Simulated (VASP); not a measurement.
Consider the following.

```
CELL_PARAMETERS angstrom
      2.72574     1.57371     4.83062
     -2.72574     1.57371     4.83062
      0.00000    -3.14742     4.83062
ATOMIC_POSITIONS crystal
  Zn 0.28407 0.28407 0.28407
  Zn 0.78407 0.78407 0.78407
  Sn 0.00184 0.00184 0.00184
  Sn 0.50184 0.50184 0.50184
  O  0.89277 0.21281 0.60710
  O  0.60710 0.89277 0.21281
  O  0.21281 0.60710 0.89277
  O  0.10710 0.71281 0.39277
  O  0.71281 0.39277 0.10710
  O  0.39277 0.10710 0.71281
```

Method: PBEsol GGA, VASP's PBE PAW potentials (set 64) (plane waves; VASP). Run with 400 eV cut-off, 6×6×6 Γ-centred mesh shifted by (0.5, 0.5, 0.5), Gaussian smearing of 0.010 eV, potentials Zn Sn_d O.

At this cut-off the stress carries a Pulay error, which pulls relaxed volumes low.

Predict the energy per atom (σ→0), pressure.

```yaml
energy per atom (σ→0): -5.835 eV/atom
pressure: -19.30 GPa
```

Total energies compare only between runs with the same potentials, cut-off and functional.

The structure comes from a computed database's ZnSnO3 entry; how it stands against other phases isn't given here. The cell was not relaxed at this level.
